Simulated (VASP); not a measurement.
Output of a VASP run:

OSZICAR:
```
...
DAV:   6    -0.121444963647E+02    0.12094E+01   -0.28898E+00  2410   0.222E+01    0.223E+00
DAV:   7    -0.119975503946E+02    0.14695E+00   -0.70893E-01  2480   0.101E+01    0.900E-01
DAV:   8    -0.119903854734E+02    0.71649E-02   -0.32877E-02  2627   0.265E+00    0.263E-01
DAV:   9    -0.119886223625E+02    0.17631E-02   -0.10605E-02  2473   0.131E+00    0.250E-02
DAV:  10    -0.119886517977E+02   -0.29435E-04   -0.21555E-04  3244   0.229E-01    0.111E-02
DAV:  11    -0.119886442735E+02    0.75243E-05   -0.65414E-06  2719   0.370E-02    0.339E-03
DAV:  12    -0.119886477280E+02   -0.34545E-05   -0.84620E-07  1492   0.128E-02    0.172E-03
DAV:  13    -0.119886473496E+02    0.37840E-06   -0.19729E-07  1275   0.797E-03
   1 F= -.11988647E+02 E0= -.11989012E+02  d E =-.119886E+02
       N       E                     dE             d eps       ncg     rms          rms(c)
DAV:   1    -0.120669789875E+02   -0.78331E-01   -0.28606E+00  2865   0.334E+01    0.181E+00
DAV:   2    -0.119994672177E+02    0.67512E-01   -0.24061E-01  2884   0.676E+00    0.580E-01
DAV:   3    -0.119936891823E+02    0.57780E-02   -0.19785E-02  3140   0.192E+00    0.236E-01
DAV:   4    -0.119931784873E+02    0.51070E-03   -0.18801E-03  3654   0.589E-01    0.266E-02
DAV:   5    -0.119931825185E+02   -0.40312E-05   -0.52959E-05  2784   0.112E-01    0.912E-03
DAV:   6    -0.119931835419E+02   -0.10234E-05   -0.63086E-06  2675   0.423E-02    0.179E-03
DAV:   7    -0.119931837099E+02   -0.16797E-06   -0.25896E-07  1247   0.117E-02
   2 F= -.11993184E+02 E0= -.11993555E+02  d E =-.453636E-02
       N       E                     dE             d eps       ncg     rms          rms(c)
DAV:   1    -0.119948737487E+02   -0.16902E-02   -0.63199E-02  2834   0.498E+00    0.268E-01
DAV:   2    -0.119934132383E+02    0.14605E-02   -0.51667E-03  2836   0.101E+00    0.884E-02
DAV:   3    -0.119932784446E+02    0.13479E-03   -0.48514E-04  3118   0.302E-01    0.359E-02
DAV:   4    -0.119932662980E+02    0.12147E-04   -0.43477E-05  3679   0.905E-02    0.432E-03
DAV:   5    -0.119932666897E+02   -0.39171E-06   -0.15128E-06  1716   0.185E-02
   3 F= -.11993267E+02 E0= -.11993652E+02  d E =-.461934E-02
       N       E                     dE             d eps       ncg     rms          rms(c)
DAV:   1    -0.119986414849E+02   -0.53752E-02   -0.42166E-01  2368   0.141E+01    0.547E-01
DAV:   2    -0.119955648186E+02    0.30767E-02   -0.40481E-02  2908   0.396E+00    0.272E-01
DAV:   3    -0.119940980220E+02    0.14668E-02   -0.40868E-03  3126   0.951E-01    0.881E-02
DAV:   4    -0.119940255325E+02    0.72490E-04   -0.37144E-04  3292   0.242E-01    0.281E-02
DAV:   5    -0.119940198012E+02    0.57313E-05   -0.30189E-05  3311   0.728E-02    0.931E-03
DAV:   6    -0.119940207885E+02   -0.98729E-06   -0.15027E-06  1380   0.241E-02
   4 F= -.11994021E+02 E0= -.11994528E+02  d E =-.754099E-03
       N       E                     dE             d eps       ncg     rms          rms(c)
DAV:   1    -0.119943197306E+02   -0.29993E-03   -0.24794E-02  2368   0.341E+00    0.133E-01
DAV:   2    -0.119941351499E+02    0.18458E-03   -0.23859E-03  2908   0.969E-01    0.658E-02
DAV:   3    -0.119940487113E+02    0.86439E-04   -0.24102E-04  3147   0.231E-01    0.211E-02
DAV:   4    -0.119940454141E+02    0.32972E-05   -0.21476E-05  3182   0.585E-02    0.671E-03
DAV:   5    -0.119940451977E+02    0.21641E-06   -0.13764E-06  1555   0.188E-02
   5 F= -.11994045E+02 E0= -.11994577E+02  d E =-.778508E-03
```

OUTCAR:
```
------------------------ aborting loop because EDIFF is reached ----------------------------------------
  FORCE on cell =-STRESS in cart. coord.  units (eV):
  Direction    XX          YY          ZZ          XY          YZ          ZX
  --------------------------------------------------------------------------------------
  Total       -0.0184757     -0.0184757     -0.0030314      0.0000000      0.0000000      0.0000000
  in kB       -0.5841970     -0.5841969     -0.0958511      0.0000000      0.0000000      0.0000000
  external PRESSURE =      -0.4214150 kB  Pullay stress =       0.0000000 kB
  volume of cell :       50.67
      direct lattice vectors                 reciprocal lattice vectors
     1.674786546 -2.900815300  0.000000000     0.298545508 -0.172365335  0.000000000
     1.674786546  2.900815300 -0.000000000     0.298545508  0.172365335  0.000000000
    -0.000000000  0.000000000  5.214872457     0.000000000  0.000000000  0.191759244
 POSITION                                       TOTAL-FORCE (eV/Angst)
 -----------------------------------------------------------------------------------
      1.67479      0.96694      1.30372        -0.000000     -0.000000      0.000000
      1.67479     -0.96694      3.91115         0.000000      0.000000      0.000000
 -----------------------------------------------------------------------------------
    total drift:                                0.000000      0.000698     -0.000015
  FREE ENERGIE OF THE ION-ELECTRON SYSTEM (eV)
  ---------------------------------------------------
  free  energy   TOTEN  =       -11.9940451977 eV

  energy  without entropy=      -11.9956407149  energy(sigma->0) =      -11.99457704

 reached required accuracy - stopping structural energy minimisation
```
(Selected blocks of OUTCAR.)

POSCAR:
```
Sc
1
    1.6550000000    -2.8665440000     0.0000000000
    1.6550000000     2.8665440000     0.0000000000
    0.0000000000     0.0000000000     5.2700000000
Sc
2
Direct
  0.3333330000   0.6666670000   0.2500000000
  0.6666670000   0.3333330000   0.7500000000
```

### Question
Write an INCAR and KPOINTS that could have produced this output.

### Answer
One answer among several that fit: the input of the run itself, revPBE GGA, plane waves, VASP's PBE PAW potentials (set 64).

### INCAR
```
ALGO = Normal
EDIFF = 1E-6
EDIFFG = -0.01
ENCUT = 520
GGA = RE
IBRION = 2
ISIF = 3
ISMEAR = 1
LASPH = .TRUE.
LCHARG = .FALSE.
LMAXMIX = 4
LREAL = .FALSE.
LWAVE = .FALSE.
NELM = 100
NSW = 60
PREC = Accurate
SIGMA = 0.1
SYSTEM = Sc
```

KPOINTS:
```
Automatic mesh
0
Gamma
11 11 6
0 0 0
```

POTCAR, in this order: Sc_sv (PBE.64 set). Program: vasp_std.

The compound is Sc in the hcp structure. This run relaxes it. Symmetry was kept, so distortions that lower it aren't found.
